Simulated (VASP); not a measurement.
Set up this calculation in VASP 6.6.1, as the native input.

```
Task                   : single point
Functional             : PBEsol
Potentials or basis    : VASP PAW PBE potentials, release 64 (Ti_sv, B, N)
Cutoff                 : 520 eV
k mesh                 : 10 × 10 × 10
Occupations            : gaussian, width 0.1 eV
Spin                   : no spin polarisation
Further INCAR settings : ALGO = Normal; EDIFF = 1e-06
```

The structure of Ti2BN lies in POSCAR:

```
Ti2BN
1.0
    1.5703600000     -8.6113900000      0.0000000000
    1.5703600000      8.6113900000      0.0000000000
    0.0000000000      0.0000000000      3.0159200000
Ti B N
4 2 2
Direct
    0.6925820000      0.3074180000      0.2500000000
    0.0720860000      0.9279140000      0.7500000000
    0.3074180000      0.6925820000      0.7500000000
    0.9279140000      0.0720860000      0.2500000000
    0.5272100000      0.4727900000      0.2500000000
    0.4727900000      0.5272100000      0.7500000000
    0.1889140000      0.8110860000      0.7500000000
    0.8110860000      0.1889140000      0.2500000000
```

The cell was built by a generator and needn't be a form met in nature.

The input as run:

INCAR

```
PREC = Accurate ; ENCUT = 520
EDIFF = 1E-6 ; ISMEAR = 0
SIGMA = 0.1 ; LREAL = F
LASPH = T ; NELM = 80
ALGO = Normal ; ISIF = 2
LWAVE = F ; LCHARG = F
GGA = PS ; KPAR = 4
```

KPOINTS

```
Automatic mesh
0
Gamma
  10 10 10
```

Potentials or basis: VASP PAW PBE potentials, release 64 (Ti_sv, B, N).

Command:

```sh
$ cat potpaw_PBE.64/Ti_sv/POTCAR potpaw_PBE.64/B/POTCAR potpaw_PBE.64/N/POTCAR > POTCAR
$ mpirun -np 4 vasp_std > vasp.out
```

It gave:

The pressure is -6.6 GPa. The largest force is 0.138 eV/Å. The band gap on the k mesh is none (metal or under the smearing width).

Caveat: the PAW data sets were made with another functional, which shifts forces and pressure a little.

Run time: 2.7 min on 4 MPI ranks on Intel(R) Xeon(R) 6975P-C (Granite Rapids), with other jobs on the host, peak memory 0.68 GiB a rank.
